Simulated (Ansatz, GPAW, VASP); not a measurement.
## TaV: 3 runs at one level of theory

```
Ta V
1.0
     1.60670   -2.30777    0.00000
     1.60670    2.30777    0.00000
     0.00000    0.00000    4.34136
Ta V
1 1
Direct
  0.00000 0.00000 0.00000
  0.50000 0.50000 0.50000
```

The cell comes from a database or a generator and needn't be the stable form of this composition.

Alike in all runs: task single point; functional PBE; k mesh 10 × 10 × 6; occupations fermi-dirac, width 0.05 eV; collinear spin, ferromagnetic start; no spin-orbit coupling. Pressure is positive in compression and, in plane waves, holds the error of the finite cutoff, which Ansatz's Pulay term estimates and takes out.

| program and potentials | plane-wave cutoff (eV) | notes | band gap (eV) | pressure (GPa) | net moment per atom (μB) |
| --- | --- | --- | --- | --- | --- |
| Ansatz, Ansatz PAW | 420 | 13 valence electrons an atom on average; Pulay term of +0.07 GPa included | no gap | -0.01 | 0.00 |
| VASP, PBE PAW files Ta_pv, V_sv, 520 eV | 520 | 12 valence electrons an atom on average | no gap | 0.16 | 0.00 |
| GPAW, GPAW PAW data sets (gpaw-data 1.2.1) | 600 | 13 valence electrons an atom on average | no gap | 0.60 | 0.00 |

None finds a gap. The pressure spans -0.01 (Ansatz, Ansatz PAW) to 0.60 GPa (GPAW, GPAW PAW data sets (gpaw-data 1.2.1)). All agree on the net moment per atom. The state is the one that the start led to, which needn't be the lowest.

Differences between rows come from potentials, basis sets and numerical settings, since the functional is the same but for its coding. Runs on potential files found faulty are left out.
